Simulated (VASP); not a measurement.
## KTaO3: energy against strain

KTaO3 (cubic perovskite, Pm-3m, 12.704 Å³/atom and stress up to 0.13 GPa in the relaxed cell, cube axes along x, y and z) under a strain ε along a cube axis (axis z), the other axes held. PBEsol in VASP (plane waves, PAW), 600 eV, 8×8×8 Γ-centred mesh, Gaussian smearing 0.05 eV; ions are relaxed, or left where forces stay under 0.02 eV/Å, within the symmetry of each cell.

Here s stands for strain and y for E less E0.

| strain (%) | E less E0 (meV/atom) |
|---|---|
| -1.50 | 4.52 |
| -1.00 | 2.02 |
| -0.50 | 0.53 |
| 0.00 | 0.00 |
| 0.50 | 0.35 |
| 1.00 | 1.57 |
| 1.50 | 3.61 |
| 3.00 | ? |

Task: Using a parabola, estimate the missing y at s = 3.00 from the other rows, showing the fit.

Result: Least squares gives y = -0.010 - 0.2721·s + 1.8100·s². Residuals (row less fit): 0.049, -0.052, -0.049, 0.010, 0.044, 0.042, -0.044; standard error 0.058 (degrees of freedom: 4). Twice the quadratic coefficient over the volume, 2 × 1.8100 meV × 10⁴ × 0.1602 / 12.704 Å³, is the elastic constant C11 = 457 ± 6 GPa (± standard error of the fit, which holds the terms cut off). At the withheld row, y = -0.010 - 0.2721 × 3.0 + 1.8100 × 3.0² = 15.464 meV/atom. The calculation gives 14.14 meV/atom, 1.324 meV/atom below the prediction (9.4 % of the range of y in the table). The row lies outside the fitted rows, so this is an extrapolation. From the scatter of the fitted rows alone, a prediction at this place has a standard error of 0.220 meV/atom, so the miss is 6.0 times that.

A polynomial of degree 3 through the 12 other runs of the series gives 14.08 there, so most of the miss is curvature that the fit leaves out. The primitive cell can neither tilt nor turn polar against its symmetry, as such crystals can under strain. Rows are the converged runs of the series near zero and its far end; series whose fitted rows scatter by over a few per cent of the range, as at a crossing or softening among them, aren't shown in this form, nor equations of state whose B0' disagrees with the runs' pressures. Most that stay on the fit to the last digits aren't either.
